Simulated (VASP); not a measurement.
Calculation: LDA (Ceperley-Alder, Perdew-Zunger), VASP's LDA PAW potentials (set 64) (plane waves; VASP 6.6.1).

VASP ran on this input.

**INCAR**
```
SYSTEM = SnO2
PREC = Accurate
ENCUT = 520
EDIFF = 1E-6
NELM = 100
ALGO = Normal
LREAL = .FALSE.
LASPH = .TRUE.
ISMEAR = 0
SIGMA = 0.05
LMAXMIX = 4
LWAVE = .FALSE.
LCHARG = .FALSE.
IBRION = 2
ISIF = 3
NSW = 60
EDIFFG = -0.02
```

KPOINTS:
```
Automatic mesh
0
Gamma
4 4 6
0 0 0
```

File POSCAR:
```
SnO2
1.0
  4.7374370533   0.0000000000   0.0000000000
  0.0000000000   4.7374370533   0.0000000000
  0.0000000000   0.0000000000   3.1884423918
Sn O
2 4
direct
  0.5000000000   0.5000000000   0.5000000000
  0.0000000000   0.0000000000   0.0000000000
  0.1938438507   0.8061561493   0.5000000000
  0.8061561493   0.1938438507   0.5000000000
  0.6938438507   0.6938438507   0.0000000000
  0.3061561493   0.3061561493   0.0000000000
```

POTCAR, in this order: Sn_d O (LDA.64 set). Program: vasp_std.

What VASP printed:

OUTCAR:
```
 ion  position               nearest neighbor table
   1  0.500  0.500  0.500-   3 2.05   4 2.05   5 2.06   6 2.06   5 2.06   6 2.06   2 3.71   2 3.71
                             2 3.71   2 3.71   2 3.71   2 3.71   2 3.71   2 3.71
   2  0.000  0.000  0.000-   5 2.05   6 2.05   3 2.06   4 2.06   3 2.06   4 2.06   1 3.71   1 3.71
                             1 3.71   1 3.71   1 3.71   1 3.71   1 3.71   1 3.71
   3  0.194  0.806  0.500-   1 2.05   2 2.06   2 2.06
   4  0.806  0.194  0.500-   1 2.05   2 2.06   2 2.06
   5  0.694  0.694  0.000-   2 2.05   1 2.06   1 2.06
   6  0.306  0.306  0.000-   2 2.05   1 2.06   1 2.06
  LATTYP: Found a simple tetragonal cell.
 ALAT       =     4.7374370533
 C/A-ratio  =     0.6730310832
 Subroutine PRICEL returns:
 Original cell was already a primitive cell.
 Subroutine GETGRP returns: Found 16 space group operations
The static configuration has the point symmetry D_2h.
 The point group associated with its full space group is D_4h.
The dynamic configuration has the point symmetry D_2h.
 Subroutine INISYM returns: Found 16 space group operations
 Subroutine IBZKPT returns following result:
 Found     24 irreducible k-points:

 Following reciprocal coordinates:
            Coordinates               Weight
  0.000000  0.000000  0.000000      1.000000
  0.250000  0.000000  0.000000      4.000000
  0.500000  0.000000  0.000000      2.000000
  0.250000  0.250000  0.000000      4.000000
  0.500000  0.250000  0.000000      4.000000
  0.500000  0.500000  0.000000      1.000000
  0.000000  0.000000  0.166667      2.000000
  0.250000  0.000000  0.166667      8.000000
  0.500000  0.000000  0.166667      4.000000
  0.250000  0.250000  0.166667      8.000000
  0.500000  0.250000  0.166667      8.000000
  0.500000  0.500000  0.166667      2.000000
  0.000000  0.000000  0.333333      2.000000
  0.250000  0.000000  0.333333      8.000000
  0.500000  0.000000  0.333333      4.000000
  0.250000  0.250000  0.333333      8.000000
...
```

OSZICAR:
```
       N       E                     dE             d eps       ncg     rms          rms(c)
DAV:   1     0.635405592541E+03    0.63541E+03   -0.26614E+04  1657   0.262E+03
DAV:   2     0.457104037927E+02   -0.58970E+03   -0.56848E+03  1722   0.688E+02
DAV:   3    -0.439798879883E+02   -0.89690E+02   -0.88547E+02  1747   0.225E+02
DAV:   4    -0.483000541251E+02   -0.43202E+01   -0.43071E+01  1776   0.544E+01
DAV:   5    -0.484380211016E+02   -0.13797E+00   -0.13794E+00  1822   0.983E+00    0.158E+01
DAV:   6    -0.423482564960E+02    0.60898E+01   -0.24320E+01  2372   0.720E+01    0.601E+00
DAV:   7    -0.423717351183E+02   -0.23479E-01   -0.19891E+00  1628   0.857E+00    0.327E+00
DAV:   8    -0.422964085946E+02    0.75327E-01   -0.31349E-01  2300   0.541E+00    0.753E-01
DAV:   9    -0.422796423379E+02    0.16766E-01   -0.84982E-02  2364   0.405E+00    0.149E-01
DAV:  10    -0.422797352631E+02   -0.92925E-04   -0.53108E-03  2169   0.657E-01    0.436E-02
DAV:  11    -0.422797392234E+02   -0.39603E-05   -0.27877E-04  2357   0.226E-01    0.217E-02
DAV:  12    -0.422797401011E+02   -0.87764E-06   -0.22469E-05  2157   0.568E-02    0.137E-02
DAV:  13    -0.422797370384E+02    0.30626E-05   -0.14223E-05  1917   0.452E-02    0.912E-04
DAV:  14    -0.422797371780E+02   -0.13955E-06   -0.16027E-06  1234   0.122E-02
   1 F= -.42279737E+02 E0= -.42279737E+02  d E =-.422797E+02
       N       E                     dE             d eps       ncg     rms          rms(c)
DAV:   1    -0.422826108582E+02   -0.28738E-02   -0.19614E-01  1538   0.329E+00    0.310E-01
DAV:   2    -0.422814253749E+02    0.11855E-02   -0.10080E-02  1957   0.103E+00    0.179E-01
DAV:   3    -0.422803747695E+02    0.10506E-02   -0.14017E-03  2160   0.499E-01    0.325E-02
DAV:   4    -0.422803932455E+02   -0.18476E-04   -0.40604E-04  1729   0.142E-01    0.131E-02
DAV:   5    -0.422803901331E+02    0.31124E-05   -0.18063E-05  1897   0.495E-02    0.386E-03
DAV:   6    -0.422803902357E+02   -0.10258E-06   -0.31047E-06  1520   0.166E-02
   2 F= -.42280390E+02 E0= -.42280390E+02  d E =-.653058E-03
```

**OUTCAR**
```
------------------------ aborting loop because EDIFF is reached ----------------------------------------
  FORCE on cell =-STRESS in cart. coord.  units (eV):
  Direction    XX          YY          ZZ          XY          YZ          ZX
  --------------------------------------------------------------------------------------
  Total       -0.0910592     -0.0910592     -0.0421767      0.0000000      0.0000000      0.0000000
  in kB       -2.0392650     -2.0392650     -0.9445448      0.0000000      0.0000000      0.0000000
  external PRESSURE =      -1.6743582 kB  Pullay stress =       0.0000000 kB
  volume of cell :       71.54
      direct lattice vectors                 reciprocal lattice vectors
     4.731316947  0.000000000  0.000000000     0.211357643  0.000000000  0.000000000
     0.000000000  4.731316947  0.000000000    -0.000000000  0.211357643  0.000000000
     0.000000000  0.000000000  3.195925890     0.000000000  0.000000000  0.312898370
 POSITION                                       TOTAL-FORCE (eV/Angst)
 -----------------------------------------------------------------------------------
      2.36566      2.36566      1.59796         0.000000     -0.000000     -0.000000
      0.00000      4.73132      3.19593         0.000000     -0.000000     -0.000000
      0.91814      3.81318      1.59796        -0.011855      0.011855     -0.000000
      3.81318      0.91814      1.59796         0.011855     -0.011855      0.000000
      3.28380      3.28380      0.00000        -0.011855     -0.011855      0.000000
      1.44752      1.44752      3.19593         0.011855      0.011855     -0.000000
 -----------------------------------------------------------------------------------
    total drift:                               -0.000000      0.000000     -0.000000
  FREE ENERGIE OF THE ION-ELECTRON SYSTEM (eV)
  ---------------------------------------------------
  free  energy   TOTEN  =       -42.2803902357 eV

  energy  without entropy=      -42.2803902357  energy(sigma->0) =      -42.28039024

 reached required accuracy - stopping structural energy minimisation
```
(Selected blocks of OUTCAR.)

File CONTCAR:
```
SnO2
   1.00000000000000
     4.7313169465160128    0.0000000000000000    0.0000000000000000
     0.0000000000000000    4.7313169465160128    0.0000000000000000
     0.0000000000000000    0.0000000000000000    3.1959258898305705
  Sn              O
     2     4
Direct
     0.5000000000000000    0.5000000000000000    0.5000000000000000
     0.0000000000000000    1.0000000000000000    1.0000000000000000
     0.1940560086406658    0.8059439913593341    0.5000000000000000
     0.8059439913593341    0.1940560086406658    0.5000000000000000
     0.6940560086406659    0.6940560086406659    0.0000000000000000
     0.3059439913593342    0.3059439913593342    1.0000000000000000
```

The structure comes from a computed database's SnO2 entry (P4_2/mnm); how it stands against other phases isn't given here. This run relaxes it. Symmetry was kept, so distortions that lower it aren't found. The start is the result of an earlier pass.
